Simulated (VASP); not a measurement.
Input:

```xyz
3
Lattice="3.1530 0.0000 0.0000 -1.5765 2.7306 0.0000 0.0000 0.0000 19.2585" Properties=species:S:1:pos:R:3 pbc="T T T"
Mo     1.5765     0.9102     9.6292
S      0.0000     1.8204    11.1971
S      0.0000     1.8204     8.0614
```

These are HSE06 screened hybrid (exact exchange on a k-mesh reduced by 3x3x1), VASP's PBE PAW potentials (set 64) (plane waves; VASP) values and carry that method's errors. Numerical set-up: PREC = Normal, EDIFF = 1E-5, 400 eV cut-off, 12×12×1 Γ-centred mesh, Gaussian smearing of 0.050 eV, potentials Mo S.

Exact exchange is summed on a reduced mesh (NKRED).

Problem. Estimate the energy per atom (σ→0), largest force.

Solution. 
```json
{
 "energy per atom (σ→0)": "-837.4 kJ/mol-atom",
 "largest_force": "0.376 eV/Å"
}
```

Total energies compare only between runs with the same potentials, cut-off and functional.

The cell is a sheet with vacuum, built from MoS2 (2H layered). The cell's shape comes from a PBE relaxation.
